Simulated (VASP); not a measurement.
A cell of CaF2 (fluorite) near equilibrium:

```
CaF2
1.0
    0.00000     2.72679     2.72679
    2.72679     0.00000     2.72679
    2.72679     2.72679     0.00000
Ca F
1 2
Direct
  0.00000   0.00000   0.00000
  0.25000   0.25000   0.25000
  0.75000   0.75000   0.75000
```

All values below come from r2SCAN meta-GGA, VASP's PBE PAW potentials (set 64) (plane waves; VASP).

```csv
run,ΔE (meV/atom),σxx,σyy,σzz,"largest shear component, with its sign (GPa)",largest force (eV/Å),gap (eV)
as it is,0.0,-0.25,-0.25,-0.25,0.00,0.000,7.98
after one change,8.8,0.01,0.29,0.29,0.00,0.532,7.96
```
Stress is in GPa, positive when the cell is compressed; gaps are those on the k-mesh, and 0.00 means metallic.

Task: Which change was made?
A. shear strain γ_yz = +1.0 % with the ions relaxed
B. atom 1 (Ca) moved by 0.100 Å along x
C. biaxial strain of +0.5 % in the xz plane
D. isotropic strain of -1.5 %

Result: B, atom 1 (Ca) moved by 0.100 Å along x

The compound is CaF2 in the fluorite structure.
